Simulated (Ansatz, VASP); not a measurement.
# AlCu35 (Cu wire along [110], 4 atoms a period): VASP beside Ansatz

One calculation is typed for both programs; each brings its own data sets. How far apart do they land? Of the first pair: The structure shown is the start of the Ansatz relaxation below; VASP solves that cell, so the two are compared at the walk's first step.

Main program and level: Ansatz 0.2.0; plane waves, with VASP 6.6.1 beside it; PBE.

### 1. Set-up

The cell holds 36 atoms: 35 Cu and 1 Al. Its edges and angles: a = 8.615 Å, b = 10.650 Å, c = 21.908 Å, α = 90.0°, β = 90.0°, γ = 90.0°. Vacuum lies along a and b. The structure's axis is c.

### 2. Ansatz: relaxation, PBE

Ansatz runs on its default PAW (the set named soft_2) files.

The two programs are compared at the cell with which this relaxation starts, whose forces are those of its first step.

input.yaml reads:

```yaml
crystal:
  lattice:
    - [8.615, 0.0, 0.0]
    - [0.0, 10.65, 0.0]
    - [0.0, 0.0, 21.9077510763]
  atoms:
    - { symbol: Cu, position: [0.39319359, 0.442037373, 0.0] }
    - { symbol: Cu, position: [0.598664463, 0.331705731, 0.055555556] }
    - { symbol: Cu, position: [0.60680641, 0.557962627, 0.055555556] }
    - { symbol: Cu, position: [0.401335537, 0.668294269, 0.0] }
    - { symbol: Cu, position: [0.39319359, 0.442037373, 0.111111111] }
    - { symbol: Cu, position: [0.598664463, 0.331705731, 0.166666667] }
    - { symbol: Cu, position: [0.60680641, 0.557962627, 0.166666667] }
    - { symbol: Cu, position: [0.401335537, 0.668294269, 0.111111111] }
    - { symbol: Cu, position: [0.39319359, 0.442037373, 0.222222222] }
    - { symbol: Cu, position: [0.598664463, 0.331705731, 0.277777778] }
    - { symbol: Cu, position: [0.60680641, 0.557962627, 0.277777778] }
    - { symbol: Cu, position: [0.401335537, 0.668294269, 0.222222222] }
    - { symbol: Cu, position: [0.39319359, 0.442037373, 0.333333333] }
    - { symbol: Cu, position: [0.598664463, 0.331705731, 0.388888889] }
    - { symbol: Cu, position: [0.60680641, 0.557962627, 0.388888889] }
    - { symbol: Cu, position: [0.401335537, 0.668294269, 0.333333333] }
    - { symbol: Cu, position: [0.39319359, 0.442037373, 0.444444444] }
    - { symbol: Cu, position: [0.598664463, 0.331705731, 0.5] }
    - { symbol: Cu, position: [0.60680641, 0.557962627, 0.5] }
    - { symbol: Al, position: [0.401335537, 0.668294269, 0.444444444], spin: 0.3 }
    - { symbol: Cu, position: [0.39319359, 0.442037373, 0.555555556] }
    - { symbol: Cu, position: [0.598664463, 0.331705731, 0.611111111] }
    - { symbol: Cu, position: [0.60680641, 0.557962627, 0.611111111] }
    - { symbol: Cu, position: [0.401335537, 0.668294269, 0.555555556] }
    - { symbol: Cu, position: [0.39319359, 0.442037373, 0.666666667] }
    - { symbol: Cu, position: [0.598664463, 0.331705731, 0.722222222] }
    - { symbol: Cu, position: [0.60680641, 0.557962627, 0.722222222] }
    - { symbol: Cu, position: [0.401335537, 0.668294269, 0.666666667] }
    - { symbol: Cu, position: [0.39319359, 0.442037373, 0.777777778] }
    - { symbol: Cu, position: [0.598664463, 0.331705731, 0.833333333] }
    - { symbol: Cu, position: [0.60680641, 0.557962627, 0.833333333] }
    - { symbol: Cu, position: [0.401335537, 0.668294269, 0.777777778] }
    - { symbol: Cu, position: [0.39319359, 0.442037373, 0.888888889] }
    - { symbol: Cu, position: [0.598664463, 0.331705731, 0.944444444] }
    - { symbol: Cu, position: [0.60680641, 0.557962627, 0.944444444] }
    - { symbol: Cu, position: [0.401335537, 0.668294269, 0.888888889] }
magnetization:
  spin_polarized: true
kpoints:
  mp_grid: { grid: [1, 1, 1] }
scf:
  occupations: { method: fermi_dirac, width: 0.1 }
hamiltonian:
  xc: pbe
relax:
  constraints:
    - { sites: [0, 1, 2, 3, 4, 5, 6, 7, 8, 9, 10, 11, 24, 25, 26, 27, 28, 29, 30, 31, 32, 33, 34, 35] }
  f_tol: 0.07
  max_steps: 30
basis:
  ecutwfc: "340 eV"
```

Launch:

```bash
> ansatz run input.yaml --threads 4 --pin off --max-ram 16384MiB --backend cpu --events-out ev --progress --plain --runs-dir out
```

Numbers of over 12 decimals in the logs are rounded to 6 here.

The log of the run:

```text
Warning: basis.ecutwfc = 340 eV is below the records' recommended 420 eV, and the density's cutoff is lower with it unless basis.ecutrho_ratio is high enough to keep the records' density cutoff: compare with a run at a higher cutoff
Warning: crystal.symmetry: narrowed to the stabiliser of the relax constraints — unitary ops 2 → 1; lowered at sites 9, 10, 21, 22 (the operations that carried what is held of a site onto what its image site leaves free; the constrained walk keeps no symmetry that its constraints do not admit)
Engine: ansatz 0.2.0, aarch64-unknown-linux-gnu
Pseudopotentials: kind: paw
Pseudopotential: Cu, paw, valence charge 19, recommended cutoff 420 eV (normal), Cu.paw.azcp
Pseudopotential: Al, paw, valence charge 3, recommended cutoff 420 eV (normal), Al.paw.azcp
Functional definition: PBE
  parameter kappa = 0.804
  parameter beta = 0.066725
  exchange = pbe_x(kappa = kappa, mu = beta*pi^2/3)
  correlation = pbe_c(beta = beta)
Crystal: 36 atoms, lattice volume = 2010.031 Å³
Basis set: ecut = 340 eV, 28597 PW (Γ), exchange–correlation on 108×144×270 points (8 copies of the dense FFT grid, shifted against one another)
Bands: 401, of which v1, the nominal top of the filled ones, is band 334 counted from 1 (333 counted from 0)
Symmetry: 1 space group operations
k-points: 1
Non-local potential: Cu, projectors of the file, l = 0: 3, l = 1: 2, l = 2: 3, l = 3: 1
Non-local potential: Al, projectors of the file, l = 0: 2, l = 1: 2, l = 2: 1
PAW form: soft (Blöchl's): semilocal exchange-correlation on the pseudo side does not see the compensation charge
PAW one-centre angular grid: Cu, 590 points (default); XC on 64 Gauss nodes
PAW one-centre angular grid: Al, 110 points (default); XC on 64 Gauss nodes
Initial density: superposition of atomic densities (neutral atoms: chi_scale 0, normalization atom)
Starting moments: Σ|m| = 0.3 μB on 1 of 36 sites
Initial wavefunctions: pseudopotential atomic-orbital guess
Functional: x = pbe(κ = 0.804, μ = 0.219515), c = pbe(β = 0.066725)
SCF iter   1: F=—  HF=-232401.952345 eV  |F-HF|=—  |Δ(HF+E_count)|=         —  Δρ=4.48e-2 (↑4.48e-2 ↓4.48e-2)  dr2=1.10e2  dr2_m=2.90e-3  M=0.086 μB ∫|m|=0.142 μB  β_m=0.30  ethr=3.10e-3  ⟨swp⟩=7.0  Hψ=3566  notcnv=0  defer=46
preconditioner: auto → LDOS  [metal: Δε(μ)=0.052 eV  Ē_g=5.577 eV  σ=0.100 eV  W_gap=0.13  n_scr=386 (ndim 8)  ℏωp=16.3 eV  f_vac=0.661  D(μ)=27.57/eV (n_scr^D=134)]
spin=Collinear: LDOS preconditioning applied to the charge; magnetization (m = ρ↑ − ρ↓) channel mixes plain (no charge-response kernel on spin).
SCF iter   2: F=—  HF=-232382.233948 eV  |F-HF|=—  |Δ(HF+E_count)|=    1.97e1  Δρ=6.13e-3 (↑5.98e-3 ↓6.13e-3)  dr2=5.09e0  dr2_m=1.44e-3  M=0.064 μB ∫|m|=0.111 μB  β_m=0.30  ethr=3.10e-3  ⟨swp⟩=2.0  Hψ=1588  notcnv=0  defer=68
SCF iter   3: F=—  HF=-232381.511177 eV  |F-HF|=—  |Δ(HF+E_count)|=   7.23e-1  Δρ=7.03e-3 (↑6.95e-3 ↓7.03e-3)  dr2=4.42e0  dr2_m=8.07e-4  M=0.055 μB ∫|m|=0.091 μB  β_m=0.30  ethr=7.62e-4  ⟨swp⟩=3.0  Hψ=1364  notcnv=0  defer=68
SCF iter   4: F=—  HF=-232381.107076 eV  |F-HF|=—  |Δ(HF+E_count)|=   4.04e-1  Δρ=3.88e-3 (↑3.81e-3 ↓3.88e-3)  dr2=1.81e0  dr2_m=4.74e-4  M=0.047 μB ∫|m|=0.075 μB  β_m=0.30  ethr=6.62e-4  ⟨swp⟩=2.0  Hψ=788  notcnv=0  defer=68
SCF iter   5: F=—  HF=-232381.022257 eV  |F-HF|=—  |Δ(HF+E_count)|=   8.48e-2  Δρ=1.45e-3 (↑1.41e-3 ↓1.45e-3)  dr2=3.50e-1  dr2_m=2.91e-4  M=0.039 μB ∫|m|=0.062 μB  β_m=0.30  ethr=2.70e-4  ⟨swp⟩=2.0  Hψ=966  notcnv=0  defer=68
SCF iter   6: F=—  HF=-232381.056706 eV  |F-HF|=—  |Δ(HF+E_count)|=   3.44e-2  Δρ=9.23e-4 (↑9.19e-4 ↓9.23e-4)  dr2=7.29e-2  dr2_m=1.85e-4  M=0.032 μB ∫|m|=0.052 μB  β_m=0.30  ethr=5.25e-5  ⟨swp⟩=2.0  Hψ=1178  notcnv=0  defer=68
Mixer restart at iter 6: flushing history
spin-set hold released at iteration 6 (site moments contracting): the magnetisation degrees of freedom join the quasi-Newton model from the next iteration; the mixer history was flushed
SCF iter   7: F=—  HF=-232381.067788 eV  |F-HF|=—  |Δ(HF+E_count)|=   1.11e-2  Δρ=5.53e-4 (↑5.48e-4 ↓5.53e-4)  dr2=3.43e-2  dr2_m=1.17e-4  M=0.027 μB ∫|m|=0.044 μB  β_m=0.53  ethr=1.09e-5  ⟨swp⟩=1.0  Hψ=802  notcnv=0  defer=68
SCF iter   8: F=—  HF=-232381.087673 eV  |F-HF|=—  |Δ(HF+E_count)|=   1.99e-2  Δρ=7.18e-4 (↑7.17e-4 ↓7.18e-4)  dr2=2.74e-2  dr2_m=2.46e-5  M=0.015 μB ∫|m|=0.026 μB  β_m=0.43  ethr=5.13e-6  ⟨swp⟩=2.0  Hψ=1418  notcnv=0  defer=68
SCF iter   9: F=—  HF=-232381.085828 eV  |F-HF|=—  |Δ(HF+E_count)|=   1.84e-3  Δρ=1.08e-4 (↑1.08e-4 ↓1.06e-4)  dr2=1.46e-3  dr2_m=7.54e-6  M=0.010 μB ∫|m|=0.018 μB  β_m=0.47  ethr=4.10e-6  ⟨swp⟩=2.0  Hψ=1360  notcnv=0  defer=68
SCF iter  10: F=—  HF=-232381.086247 eV  |F-HF|=—  |Δ(HF+E_count)|=   4.19e-4  Δρ=4.50e-5 (↑4.50e-5 ↓4.47e-5)  dr2=3.08e-4  dr2_m=2.21e-6  M=0.006 μB ∫|m|=0.011 μB  β_m=0.57  ethr=2.18e-7  ⟨swp⟩=2.0  Hψ=1048  notcnv=0  defer=68
[...]
SCF iter   9: F=—  HF=-232381.432789 eV  |F-HF|=—  |Δ(HF+E_count)|=   3.02e-6  Δρ=4.36e-6 (↑4.36e-6 ↓4.33e-6)  dr2=1.48e-6  dr2_m=1.36e-9  M=0.000 μB ∫|m|=0.000 μB  β_m=0.46  ethr=1.58e-9  ⟨swp⟩=2.0  Hψ=1340  notcnv=0  defer=76
[...]
SCF 14 converged in 12 iterations: F = -232381.432790 eV  dr2 = 1.99e-8
relax step  14: F+E_penalty+E_count = -232381.43279031 eV  Δ(F+E_penalty+E_count) = -2.774e-2 eV  max|allowed force component| = 3.162e-2 eV/Å  Δτ_max = 0.1915 Å  (12 SCF iters, accepted)
SCF converged after 12 iterations
Magnetization: 0.0000 μB (334.0000 up, 334.0000 down)
Absolute magnetization: 0.0001 μB (∫|ρ↑−ρ↓|, with the PAW one-centre terms)
Spin contamination: 0.0000 ħ² per cell (⟨S²⟩ above its minimum at these occupations)
Per-site moments (μB) at R_I (Å): [(-2.7485429399458806e-7, 0.994396), (-8.194497116522338e-8, 0.994396), (-2.669399938074036e-7, 0.994396), (-1.280710556244129e-7, 0.994396), (-1.9955497459684573e-7, 0.994396), (8.830628686282474e-8, 0.994396), (-2.48336865556475e-7, 0.994396), (-5.601293348218211e-7, 0.994396), (-3.889935778491494e-7, 0.994396), (-7.339943518715983e-7, 0.994396), (-2.0185107077429258e-7, 0.983401), [...]
Free energy (F): -232381.432790 eV
Harris-Foulkes:  -232381.432790 eV  (|F-HF|=7.86e-10)
Internal energy: -232380.813759 eV  (E = F + TS)
E sigma→0 (E₀):  -232381.123275 eV
Entropy (-TS):   -0.619031 eV (-17.195 meV/atom)
Fermi energy:    0.160604 eV
--- Per-component energies (eV) ---
  E_band       = -23262.578931
  E_kinetic    = 10503.991956
  E_local      = -424107.968765  (includes V_loc(G=0)·N_el)
  E_nonlocal   = 13933.730577
  E_hartree    = 198338.807152
  E_xc         = -3102.097239
  E_vxc        = -3973.548979  (∫ρ·V_xc dr)
  E_paw        = -58918.451775  (= ΣΔE_a)
  E_vpaw       = -16296.428044  (= ΣTr[D̂ρ^β])
  E_aug_tail   = 0.021330  (compensation charges beyond the density's cutoff)
  E_ewald      = 30971.153004
  E_smearing   = -0.619031  (= −TS)
  E_closure    = 0.000000  (closes the sum)
  Σ components = -232381.432790   (vs F -232381.432790, Δ=0.00e0)
--- Forces (eV/Å), atoms counted from 1 ---
  atom   1  Cu     0.07309101    -0.04526081     0.00111164
  atom   2  Cu     0.05444210    -0.02013561    -0.01496054
  atom   3  Cu     0.07198095    -0.03048803    -0.02307195
  atom   4  Cu    -0.01750780     0.12425618    -0.00598579
  atom   5  Cu     0.01592746    -0.05550580     0.06321769
  atom   6  Cu    -0.01341707    -0.07815280    -0.04763599
  atom   7  Cu    -0.01265038     0.01196949    -0.03185791
  atom   8  Cu    -0.03297375     0.07058828     0.02582811
  atom   9  Cu    -0.02087779    -0.06859859     0.06954922
  atom  10  Cu    -0.26982882     0.08524977     0.29416852
  atom  11  Cu     0.12963465     0.17253198     0.24170923
  atom  12  Cu    -0.02124420    -0.06880033     0.44911138
  atom  13  Cu     0.02688917    -0.02124277     0.00958621
  atom  14  Cu     0.00963397     0.02341105    -0.00553953
  atom  15  Cu    -0.00136118     0.01391069     0.00127269
  atom  16  Cu     0.00573117    -0.03162258     0.01006223
  atom  17  Cu     0.01260262    -0.01243945    -0.01042554
  atom  18  Cu     0.02150442     0.02423012     0.01690532
  atom  19  Cu     0.02595090     0.00324023     0.02027511
  atom  20  Al    -0.01371458     0.02247126     0.00030732
  atom  21  Cu     0.00535851     0.00265531     0.00737547
  atom  22  Cu    -0.01084315     0.01775705     0.02319961
  atom  23  Cu    -0.03127198     0.02091707     0.01119148
  atom  24  Cu    -0.01077786     0.02038597    -0.02176526
[...]
atom  29  Cu    -0.03585283    -0.06345558    -0.02301128
  atom  30  Cu    -0.02655422    -0.09852886     0.04075265
  atom  31  Cu     0.00390665    -0.00040846     0.07281512
  atom  32  Cu    -0.05553656    -0.01286354    -0.03421231
  atom  33  Cu     0.01616625    -0.04846615    -0.05825605
  atom  34  Cu     0.03686106     0.00376302    -0.01413624
  atom  35  Cu     0.07760708    -0.04139662     0.01765391
  atom  36  Cu    -0.04646136     0.06946270     0.01646014
  max |Σ_I F_I| component: 9.23e-5 eV/Å
--- Relaxed structure (14 steps of the walk, 14 accepted, 0 SCFs on fresh bases) ---
  F+E_penalty+E_count = -232381.43279031 eV   max|allowed force component| = 3.162e-2 eV/Å
  atoms:
    - { symbol: Cu, position: [0.39319359, 0.442037, -5.555553914281406e-11] }
    - { symbol: Cu, position: [0.598664463, 0.331705731, 0.055556] }
    - { symbol: Cu, position: [0.60680641, 0.557962627, 0.055556] }
    - { symbol: Cu, position: [0.401335537, 0.668294269, -5.555553914281406e-11] }
    - { symbol: Cu, position: [0.39319359, 0.442037, 0.111111] }
    - { symbol: Cu, position: [0.598664463, 0.331705731, 0.166667] }
    - { symbol: Cu, position: [0.60680641, 0.557962627, 0.166667] }
    - { symbol: Cu, position: [0.401335537, 0.668294269, 0.111111] }
    - { symbol: Cu, position: [0.39319359, 0.442037, 0.222222] }
    - { symbol: Cu, position: [0.598664463, 0.331705731, 0.277778] }
    - { symbol: Cu, position: [0.60680641, 0.557962627, 0.277778] }
    - { symbol: Cu, position: [0.401335537, 0.668294269, 0.222222] }
    - { symbol: Cu, position: [0.389661, 0.478136, 0.332954] }
    - { symbol: Cu, position: [0.591808, 0.373346, 0.389677] }
    - { symbol: Cu, position: [0.646025, 0.597568, 0.391585] }
    - { symbol: Cu, position: [0.434722, 0.703417, 0.337842] }
    - { symbol: Cu, position: [0.416480, 0.532422, 0.445020] }
    - { symbol: Cu, position: [0.600957, 0.403431, 0.502730] }
    - { symbol: Cu, position: [0.649463, 0.627615, 0.504464] }
    - { symbol: Al, position: [0.484004, 0.767954, 0.443767] }
    - { symbol: Cu, position: [0.430164, 0.540439, 0.565175] }
    - { symbol: Cu, position: [0.641905, 0.421403, 0.616487] }
    - { symbol: Cu, position: [0.653026, 0.648573, 0.617793] }
    - { symbol: Cu, position: [0.463516, 0.765678, 0.556879] }
    - { symbol: Cu, position: [0.39319359, 0.442037, 0.666667] }
[...]
- { symbol: Cu, position: [0.39319359, 0.442037, 0.777778] }
    - { symbol: Cu, position: [0.598664463, 0.331705731, 0.833333] }
    - { symbol: Cu, position: [0.60680641, 0.557962627, 0.833333] }
    - { symbol: Cu, position: [0.401335537, 0.668294269, 0.777778] }
    - { symbol: Cu, position: [0.39319359, 0.442037, 0.888889] }
    - { symbol: Cu, position: [0.598664463, 0.331705731, 0.944444] }
    - { symbol: Cu, position: [0.60680641, 0.557962627, 0.944444] }
    - { symbol: Cu, position: [0.401335537, 0.668294269, 0.888889] }
```

### 3. VASP: single point, PBE, start cell, pair 1

The same cell, functional, mesh and smearing now go to VASP, with its own data sets.

Lines of VASP's logs that name or quote its potential files are left out, and so is its time.

INCAR reads:

```
SYSTEM = AlCu35
PREC = Accurate
ENCUT = 520
EDIFF = 1E-06
NELM = 200
ISMEAR = -1
SIGMA = 0.1
LREAL = Auto
ALGO = Normal
GGA = PE
NBANDS = 228
ISPIN = 2
MAGMOM = -0 -0 -0 -0 -0 0 -0 -0 -0 -0 -0 0 -0 0 0 0 0 0 0 -0 -0 0 0 -0 0 -0 0 -0 -0 -0 -0 -0 -0 -0 -0 0
LASPH = .TRUE.
LMAXMIX = 4
LORBIT = 11
LWAVE = .FALSE.
LCHARG = .FALSE.
ISIF = 2
GGA_COMPAT = .FALSE.
```

POSCAR reads:

```
AlCu35
1.0
    8.6150000000      0.0000000000      0.0000000000
    0.0000000000     10.6500000000      0.0000000000
    0.0000000000      0.0000000000     21.9077510763
Cu Al
35 1
Direct
    0.3931936158      0.4420373709      0.9999999772
    0.5986644225      0.3317057277      0.0555555427
    0.6068063842      0.5579626291      0.0555555427
    0.4013355775      0.6682942723      0.9999999772
    0.3931936158      0.4420373709      0.1111111082
    0.5986644225      0.3317057277      0.1666666509
    0.6068063842      0.5579626291      0.1666666509
    0.4013355775      0.6682942723      0.1111111082
    0.3931936158      0.4420373709      0.2222222164
    0.5986644225      0.3317057277      0.2777777591
    0.6068063842      0.5579626291      0.2777777591
    0.4013355775      0.6682942723      0.2222222164
    0.3931936158      0.4420373709      0.3333333246
    0.5986644225      0.3317057277      0.3888888673
    0.6068063842      0.5579626291      0.3888888673
    0.4013355775      0.6682942723      0.3333333246
    0.3931936158      0.4420373709      0.4444444328
    0.5986644225      0.3317057277      0.4999999983
    0.6068063842      0.5579626291      0.4999999983
    0.3931936158      0.4420373709      0.5555555410
    0.5986644225      0.3317057277      0.6111111064
    0.6068063842      0.5579626291      0.6111111064
    0.4013355775      0.6682942723      0.5555555410
    0.3931936158      0.4420373709      0.6666666491
    0.5986644225      0.3317057277      0.7222222147
    0.6068063842      0.5579626291      0.7222222147
    0.4013355775      0.6682942723      0.6666666491
    0.3931936158      0.4420373709      0.7777777573
    0.5986644225      0.3317057277      0.8333333228
    0.6068063842      0.5579626291      0.8333333228
    0.4013355775      0.6682942723      0.7777777573
    0.3931936158      0.4420373709      0.8888888884
    0.5986644225      0.3317057277      0.9444444328
    0.6068063842      0.5579626291      0.9444444328
    0.4013355775      0.6682942723      0.8888888884
    0.4013355775      0.6682942723      0.4444444328
```

KPOINTS reads:

```
Automatic mesh
0
Gamma
1 1 1
0 0 0
```

PAW data sets: Cu and Al (PBE family, release 64).

Launch:

```bash
> mpirun -np 4 vasp_gam
```

The log of the run:

```text
[banner, memory and clock lines left out]
running    4 mpi-ranks, on    1 nodes
[...]
LDA part: xc-table for (Slater+PW92), standard interpolation
 POSCAR, INCAR and KPOINTS ok, starting setup
[...]
entering main loop
       N       E                     dE             d eps       ncg     rms          rms(c)
DAV:   1     0.356037853091E+04    0.35604E+04   -0.17334E+05   912   0.193E+03
DAV:   2     0.296418805738E+03   -0.32640E+04   -0.31895E+04   912   0.429E+02
DAV:   3    -0.851441808935E+02   -0.38156E+03   -0.34964E+03  1000   0.197E+02
DAV:   4    -0.117494598401E+03   -0.32350E+02   -0.30730E+02  1288   0.678E+01
[...]
DAV:  23    -0.982410444569E+02   -0.31707E-04   -0.17120E-05  1120   0.412E-02    0.891E-03
DAV:  24    -0.982410467284E+02   -0.22715E-05   -0.50389E-06   792   0.234E-02    0.468E-03
DAV:  25    -0.982410462449E+02    0.48351E-06   -0.36990E-06   808   0.163E-02
   1 F= -.98241046E+02 E0= -.97830533E+02  d E =-.821026E+00  mag=     0.0000
```

From OUTCAR (step 3):

```text
  Total        1.8942100      3.8308252      5.5439194     -1.4851395      0.0000000      0.0000000
  in kB        1.5098577      3.0535163      4.4190082     -1.1837913      0.0000000      0.0000000
  external PRESSURE =       2.9941274 kB  Pullay stress =       0.0000000 kB

 POSITION                                       TOTAL-FORCE (eV/Angst)
 -----------------------------------------------------------------------------------
      3.38736      4.70770     21.90775         0.049222     -0.041880      0.003848
      5.15749      3.53267      1.21710        -0.002828     -0.035788     -0.022809
      5.22764      5.94230      1.21710        -0.010662     -0.026783      0.002085
      3.45751      7.11733     21.90775        -0.014883      0.066855     -0.008029
      3.38736      4.70770      2.43419         0.039821     -0.030988      0.011405
      5.15749      3.53267      3.65129         0.004270     -0.050933     -0.028162
      5.22764      5.94230      3.65129        -0.022443      0.006822      0.002456
      3.45751      7.11733      2.43419        -0.009128      0.035323      0.022330
      3.38736      4.70770      4.86839         0.035453      0.024068     -0.012319
      5.15749      3.53267      6.08549         0.044870     -0.120334      0.023835
      5.22764      5.94230      6.08549        -0.073668      0.018221     -0.066368
      3.45751      7.11733      4.86839         0.001615      0.010333      0.021045
      3.38736      4.70770      7.30258         0.020673      0.007421      0.030318
      5.15749      3.53267      8.51968         0.086397     -0.173370     -0.060298
[...]
-----------------------------------------------------------------------------------
    total drift:                                0.001179     -0.000793      0.000171

  FREE ENERGIE OF THE ION-ELECTRON SYSTEM (eV)
  ---------------------------------------------------
  free  energy   TOTEN  =       -98.2410462449 eV

  energy  without entropy=      -97.4200201836  energy(sigma->0) =      -97.83053321

 magnetization (x)
# of ion       s       p       d       tot
------------------------------------------
    1        0.000   0.000   0.000   0.000
    2        0.000   0.000   0.000   0.000
    3        0.000   0.000   0.000   0.000
    4        0.000   0.000  -0.000   0.000
    5        0.000   0.000   0.000   0.000
    6        0.000   0.000   0.000   0.000
    7        0.000  -0.000   0.000   0.000
    8        0.000   0.000   0.000   0.000
    9        0.000   0.000   0.000   0.000
   10        0.000   0.000   0.000   0.000
   11        0.000  -0.000   0.000   0.000
   12        0.000   0.000   0.000   0.000
   13        0.000   0.000   0.000   0.000
[...]
--------------------------------------------------
tot          0.000   0.000   0.000   0.000

[... 3 further parts left out ...]
[key lines of the parts left out:]
E-fermi :  -1.7485
```

(Continued in part 2 of 2.)

[Lines on the potential files, build, host, timing and source positions are cut from VASP's logs without a mark.]

[Logs are printed without paths, hosts, clocks, repeated set-up lines and the standing remarks that a program may print on its own settings, such as how far it seeks lower states.]

[Hosts, paths, dates, database ids (printed as entryN), source tags and the programs' standing remarks are cut or masked in the printed files.]
